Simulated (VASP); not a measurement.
# NZnBrH2 in VASP: reference runs

How does NZnBrH2 come out in PBE? The cell is run as given.

All numbers are computed with VASP 6.6.1; they aren't measurements. Logs are shortened: lines on timing, memory, paths and dates and some standing lists are left out, and cuts for length are marked.

## (1) The molecule as given

The cell holds a molecule in a box, 5 atoms: a = 13.000 Å, b = 13.000 Å, c = 12.000 Å, α = 90.00°, β = 90.00°, γ = 90.00°.

## (2) Single point, PBE

INCAR reads:

```
ALGO = Normal
EDIFF = 1E-7
ENCUT = 520
GGA = PE
ISIF = 2
ISMEAR = 0
LASPH = T
LCHARG = T
LELF = T
LREAL = F
LVACPOTAV = T
LVHAR = T
LWAVE = F
NBANDS = 21
NELM = 60
PREC = Accurate
SIGMA = 0.01
```

KPOINTS reads:

```
k-points
0
Gamma
  1 1 1
```

POSCAR reads:

```
ZnH2BrN
1.0
   13.0000000000      0.0000000000      0.0000000000
    0.0000000000     13.0000000000      0.0000000000
    0.0000000000      0.0000000000     12.0000000000
N Zn Br H
1 1 1 2
Direct
    0.4304153800      0.5884923100      0.4700458300
    0.5109692300      0.4882307700      0.5290375000
    0.6209153800      0.3718538500      0.5959541700
    0.3810846200      0.5658000000      0.4097125000
    0.3904846200      0.6313769200      0.5254458300
```

Potentials or basis: VASP PAW PBE potentials, release 64 (N, Zn, Br, H).

Started as:

```bash
$ cat potpaw_PBE.64/N/POTCAR potpaw_PBE.64/Zn/POTCAR potpaw_PBE.64/Br/POTCAR potpaw_PBE.64/H/POTCAR > POTCAR
$ mpirun -np 1 vasp_gam > vasp.out
```

OUTCAR:

```text
EDIFF = 1E-7
   ENCUT = 520
   GGA = PE
   ISIF = 2
   ISMEAR = 0
   LASPH = T
   LREAL = F
   NELM = 60
   PREC = Accurate

 ion  position               nearest neighbor table
   1  0.430  0.588  0.470-   5 1.01   4 1.01   2 1.82
   2  0.511  0.488  0.529-   1 1.82   3 2.23
   3  0.621  0.372  0.596-   2 2.23
   4  0.381  0.566  0.410-   1 1.01
   5  0.390  0.631  0.525-   1 1.01

  LATTYP: Found a simple tetragonal cell.
 ALAT       =    13.0000000000
 C/A-ratio  =     0.9230769231

  Lattice vectors:

 A1 = (  13.0000000000,   0.0000000000,   0.0000000000)
 A2 = (   0.0000000000,  13.0000000000,   0.0000000000)
 A3 = (   0.0000000000,   0.0000000000,  12.0000000000)

Analysis of symmetry for initial positions (statically):
=====================================================================
 Subroutine PRICEL returns:
 Original cell was already a primitive cell.

 Routine SETGRP: Setting up the symmetry group for a
 simple tetragonal supercell.

 Subroutine GETGRP returns: Found  1 space group operations
 (whereof  1 operations were pure point group operations)
 out of a pool of 16 trial point group operations.

The static configuration has the point symmetry C_1 .

Analysis of symmetry for dynamics (positions and initial velocities):
=====================================================================
 Subroutine PRICEL returns:
 Original cell was already a primitive cell.

 Routine SETGRP: Setting up the symmetry group for a
 simple tetragonal supercell.

 Subroutine GETGRP returns: Found  1 space group operations
 (whereof  1 operations were pure point group operations)
 out of a pool of 16 trial point group operations.

The dynamic configuration has the point symmetry C_1 .

 Subroutine INISYM returns: Found  1 space group operations
 (whereof  1 operations are pure point group operations),
 and found     1 'primitive' translations

----------------------------------------------------------------------------------------

                                     Primitive cell

  volume of cell :    2028.0000

  direct lattice vectors                    reciprocal lattice vectors
    13.000000000  0.000000000  0.000000000     0.076923077  0.000000000  0.000000000
     0.000000000 13.000000000  0.000000000     0.000000000  0.076923077  0.000000000
     0.000000000  0.000000000 12.000000000     0.000000000  0.000000000  0.083333333

  length of vectors
    13.000000000 13.000000000 12.000000000     0.076923077  0.076923077  0.083333333

  position of ions in fractional coordinates (direct lattice)
     0.430415380  0.588492310  0.470045830
     0.510969230  0.488230770  0.529037500
     0.620915380  0.371853850  0.595954170
     0.381084620  0.565800000  0.409712500
     0.390484620  0.631376920  0.525445830

  ion indices of the primitive-cell ions
   primitive index   ion index
                 1           1
                 2           2
                 3           3
                 4           4
                 5           5

----------------------------------------------------------------------------------------

 KPOINTS: k-points

Automatic generation of k-mesh.
 Grid dimensions read from file:
 generate k-points for:    1    1    1

 Generating k-lattice:

  Cartesian coordinates                     Fractional coordinates (reciprocal lattice)
     0.076923077  0.000000000  0.000000000     1.000000000  0.000000000  0.000000000
     0.000000000  0.076923077  0.000000000     0.000000000  1.000000000  0.000000000
     0.000000000  0.000000000  0.083333333     0.000000000  0.000000000  1.000000000

  Length of vectors
     0.076923077  0.076923077  0.083333333

  Shift w.r.t. Gamma in fractional coordinates (k-lattice)
     0.000000000  0.000000000  0.000000000

 Subroutine IBZKPT returns following result:
 ===========================================

 Found      1 irreducible k-points:

 Following reciprocal coordinates:
            Coordinates               Weight
  0.000000  0.000000  0.000000      1.000000
   k-points           NKPTS =      1   k-points in BZ     NKDIM =      1   number of bands    NBANDS=     21
   number of dos      NEDOS =    301   number of ions     NIONS =      5
   total plane-waves  NPLWV = 864360
   dimension x,y,z NGX =    98 NGY =   98 NGZ =   90
   dimension x,y,z NGXF=   196 NGYF=  196 NGZF=  180
   ions per type =               1   1   1   2
   NGX,Y,Z   is equivalent  to a cutoff of  12.53, 12.53, 12.47 a.u.
   NGXF,Y,Z  is equivalent  to a cutoff of  25.06, 25.06, 24.94 a.u.
 SYSTEM =  unknown system
   PREC   = accura    normal or accurate (medium, high low for compatibility)
   ISTART =      0    job   : 0-new  1-cont  2-samecut
   ICHARG =      2    charge: 1-file 2-atom 10-const
   ISPIN  =      1    spin polarized calculation?
   LNONCOLLINEAR =      F non collinear calculations
   LSORBIT =      F    spin-orbit coupling
   LASPH  =      T    aspherical Exc in radial PAW
   ENCUT  =  520.0 eV  38.22 Ry    6.18 a.u.  24.17 24.17 22.31*2*pi/ulx,y,z
   NELM   =     60;   NELMIN=  2; NELMDL= -5     # of ELM steps
   EDIFF  = 0.1E-06   stopping-criterion for ELM
   LREAL  =      F    real-space projection
   EDIFFG = 0.1E-05   stopping-criterion for IOM
   NSW    =      0    number of steps for IOM
   IBRION =     -1    ionic relax: 0-MD 1-quasi-New 2-CG
   NFREE  =      0    steps in history (QN), initial steepest desc. (CG)
   ISIF   =      2    stress and relaxation
   ISYM   =      2    0-nonsym 1-usesym 2-fastsym
   POTIM  = 0.5000    time-step for ionic-motion
   TEBEG  =    0.0;   TEEND  =   0.0 temperature during run
   PSTRESS=    0.0 pullay stress
   NELECT =      26.0000    total number of electrons
   NUPDOWN=      -1.0000    fix difference up-down
   EMIN   =  10.00;   EMAX   =-10.00  energy-range for DOS
   EFERMI =   0.00;   METHOD = LEGACY
   ISMEAR =     0;   SIGMA  =   0.01  broadening in eV -4-tet -1-fermi 0-gaus
   EFERMI_NEDOS =   21; number of points for ismear=-14 and -15
   IALGO  =     38    algorithm
   IMIX   =      4    mixing-type and parameters
     AMIX     =   0.40;   BMIX     =  1.00
     AMIX_MAG =   1.60;   BMIX_MAG =  1.00
  volume/ion in A,a.u.               =     405.60      2737.12
  Fermi-wavevector in a.u.,A,eV,Ry     =   0.383157  0.724062  1.997460  0.146809
  Thomas-Fermi vector in A             =   1.319904
   LORBIT       =      0    0 simple, 1 ext, 2 COOP (PROOUT), +10 PAW based schemes
   GGA     = PE    functional components
   LHFCALC =     F    Hartree Fock is set to
   AEXX    =    0.0000 exact exchange contribution
   IVDW    =     0    specifies the selected vdW correction
   LEPSILON=     F    determine dielectric tensor
   LRPA    =     F    only Hartree local field effects (RPA)
 non-spin polarized calculation
 Gauss-broadening in eV      SIGMA  =   0.01
  energy-cutoff  :      520.00
  volume of cell :     2028.00
 maximum number of plane-waves:     27285
 NGX is ok and might be reduce to    98
   NGX = 49   NGY = 49   NGZ = 45

 number of electron      26.0000007 magnetization

 Free energy of the ion-electron system (eV)
  ---------------------------------------------------
  ext. energy  EPLUGINS =         0.00000000
  ---------------------------------------------------
  free energy    TOTEN  =       -19.12071737 eV

  energy without entropy =      -19.12071737  energy(sigma->0) =      -19.12071737

 E-fermi :  -5.7573     XC(G=0):  -0.7192

 val. band max:       -5.8651683692   @ k =   0.0000   0.0000   0.0000
 cond. band min:      -1.8159416386   @ k =   0.0000   0.0000   0.0000
 fundamental gap:      4.0492267306
 Fermi energy:        -5.7572920365

 k-point     1 :       0.0000    0.0000    0.0000
  band No.  band energies     occupation
      1     -20.5153      2.00000
      2     -19.3374      2.00000
      3     -12.3430      2.00000
      4     -12.2103      2.00000
      5     -11.7242      2.00000
      6     -11.6521      2.00000
[... 13 lines left out ...]
     20       0.7661      0.00000
     21       0.8383      0.00000

------------------------ aborting loop because EDIFF is reached ----------------------------------------

  FORCE on cell =-STRESS in cart. coord.  units (eV):
  Direction    XX          YY          ZZ          XY          YZ          ZX
  --------------------------------------------------------------------------------------
  -------------------------------------------------------------------------------------
  Total        0.0248774     -0.0273879      0.2887525      0.1250765      0.2877832     -0.0408326
  in kB        0.0196539     -0.0216372      0.2281226      0.0988140      0.2273568     -0.0322589
  external PRESSURE =       0.0753798 kB  Pullay stress =       0.0000000 kB

 VOLUME and BASIS-vectors are now :
 -----------------------------------------------------------------------------
  energy-cutoff  :      520.00
  volume of cell :     2028.00
      direct lattice vectors                 reciprocal lattice vectors
    13.000000000  0.000000000  0.000000000     0.076923077  0.000000000  0.000000000
     0.000000000 13.000000000  0.000000000     0.000000000  0.076923077  0.000000000
     0.000000000  0.000000000 12.000000000     0.000000000  0.000000000  0.083333333

 POSITION                                       TOTAL-FORCE (eV/Angst)
 -----------------------------------------------------------------------------------
      5.59540      7.65040      5.64055         0.405026      0.003431     -0.043274
      6.64260      6.34700      6.34845         0.035410     -0.114726      0.066296
      8.07190      4.83410      7.15145        -0.072217      0.096164     -0.051479
      4.95410      7.35540      4.91655        -0.205840     -0.152678     -0.244797
      5.07630      8.20790      6.30535        -0.162380      0.167809      0.273254
 -----------------------------------------------------------------------------------
    total drift:                               -0.001059      0.001985     -0.001924

  FREE ENERGIE OF THE ION-ELECTRON SYSTEM (eV)
  ---------------------------------------------------
  free  energy   TOTEN  =       -19.1207173747 eV

  energy  without entropy=      -19.1207173747  energy(sigma->0) =      -19.12071737
```

Wall time 4.7 min (1 thread of Intel Xeon Platinum 8259CL at 2.50GHz (Skylake/Cascade Lake), shared host); peak memory 1.5 GiB.

What came out:

| Quantity | Value |
| --- | --- |
| Free energy | -19.1207 eV |
| Largest force | 0.407 eV/Å |
| Gap between the frontier levels | 4.05 eV |

Forces on the atoms (eV/Å):
```
N    0.405  0.003 -0.043
Zn   0.035 -0.115  0.066
Br  -0.072  0.096 -0.051
H   -0.206 -0.153 -0.245
H   -0.162  0.168  0.273
```

Levels at points of the mesh, in eV from the valence-band top:
| k point | band 10 | band 11 | band 12 | band 13 | band 14 | band 15 | band 16 | band 17 |
| --- | --- | --- | --- | --- | --- | --- | --- | --- |
| (0.00, 0.00, 0.00) | -2.47 | -1.05 | -1.02 | 0.00 | 4.05 | 5.10 | 5.51 | 5.84 |
